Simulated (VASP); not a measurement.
Input:

```
CELL_PARAMETERS angstrom
      3.12568     0.00000     0.00000
     -1.56284     2.70691     0.00000
      0.00000     0.00000    16.54135
ATOMIC_POSITIONS crystal
  C  0.00000 0.00000 0.50000
  W  0.33333 0.66667 0.57682
  W  0.66667 0.33333 0.42318
```

Computed with PBEsol GGA, VASP's PBE PAW potentials (set 64) (plane waves; VASP). Numerical set-up: 400 eV cut-off, 10×10×1 Γ-centred mesh, Gaussian smearing of 0.20 eV, potentials C W_sv.

The cell holds a wide vacuum, so values per volume refer to the whole cell. Unless said otherwise, spin-orbit coupling is left out, though it shifts the bands of the heavy elements here.

**Question.** Predict the energy per atom (σ→0), band gap (on the k-mesh) with the smallest direct gap where there is one.

**Answer.** 
```
Item                                                         Value
------------------------  ----------------------------------------
band gap (on the k-mesh)  none (metal, semimetal or under 0.01 eV)
energy per atom (σ→0)                              -11.002 eV/atom
```

Total energies compare only between runs with the same potentials, cut-off and functional.

The cell is a sheet with vacuum, built from a generated structure.
